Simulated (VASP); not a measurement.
Input:

```xyz
2
Lattice="3.6804 -1.8800 0.0000 3.6804 1.8800 0.0000 2.7200 0.0000 3.1114" Properties=species:S:1:pos:R:3 pbc="T T T"
As     2.2883     0.0000     0.7063
As     7.7924     0.0000     2.4051
```

Computed with PBE GGA, VASP's PBE PAW potentials (set 64) (plane waves; VASP). Numerical set-up: 400 eV cut-off, 11×11×11 Γ-centred mesh, first-order Methfessel-Paxton smearing of 0.10 eV, potentials As.

**Question.** Give the force on each atom (eV/Å).

**Answer.** 
```json
[
 {"atom": "As1", "Fx": "0.281", "Fy": "0.000", "Fz": "0.087"},
 {"atom": "As2", "Fx": "-0.281", "Fy": "0.000", "Fz": "-0.087"}
]
```

**Question.** Give the stress tensor in GPa (positive for a compressed cell).

**Answer.** 
```
 2.81   0.00  -0.35
 0.00   3.96   0.00
-0.35   0.00   3.85
```
The pressure is its mean diagonal, 3.54 GPa.

The compound is As in the a7 structure. The cell was not relaxed at this level.
